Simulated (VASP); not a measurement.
OSZICAR of a VASP run on Ba (bcc):

File OSZICAR:
```
       N       E                     dE             d eps       ncg     rms          rms(c)
DAV:   1     0.627133083395E+02    0.62713E+02   -0.45114E+03   846   0.939E+02
DAV:   2     0.291417797405E+01   -0.59799E+02   -0.58993E+02  1028   0.152E+02
DAV:   3     0.481181653234E+00   -0.24330E+01   -0.24249E+01  1074   0.365E+01
DAV:   4     0.427976351447E+00   -0.53205E-01   -0.53174E-01  1235   0.485E+00
DAV:   5     0.426722061706E+00   -0.12543E-02   -0.12539E-02  1273   0.484E-01    0.182E+00
DAV:   6     0.422040286833E+00   -0.46818E-02   -0.14735E-02  1008   0.166E+00    0.111E+00
DAV:   7     0.402450543557E+00   -0.19590E-01   -0.81781E-02   895   0.380E+00    0.190E-01
DAV:   8     0.397909477797E+00   -0.45411E-02   -0.11756E-02  1140   0.126E+00    0.103E-01
DAV:   9     0.397280510309E+00   -0.62897E-03   -0.16700E-03  1071   0.492E-01    0.282E-02
DAV:  10     0.397240283217E+00   -0.40227E-04   -0.18867E-04  1238   0.148E-01    0.620E-03
DAV:  11     0.397239334084E+00   -0.94913E-06   -0.42866E-06  1185   0.241E-02    0.225E-03
DAV:  12     0.397238944866E+00   -0.38922E-06   -0.36103E-07  1270   0.801E-03    0.987E-04
DAV:  13     0.397238783826E+00   -0.16104E-06   -0.14521E-07   874   0.518E-03    0.192E-04
DAV:  14     0.397238799390E+00    0.15564E-07   -0.15050E-08   557   0.145E-03
   1 F= 0.39723880E+00 E0= 0.39748819E+00  d E =-.748161E-03
```

Problem. Which electronic solver shows in the log?

Solution. It is blocked Davidson (ALGO = Normal, or the opening steps of other solvers). The INCAR had ALGO = Normal.

Problem. Can the final energy be trusted as converged?

Solution. The run converged. It stopped with EDIFF = 1E-7, NELM = 100 (vdW-DF2, plane waves, VASP's PBE PAW potentials (set 64)).

The compound is Ba in the bcc structure. It was relaxed first.
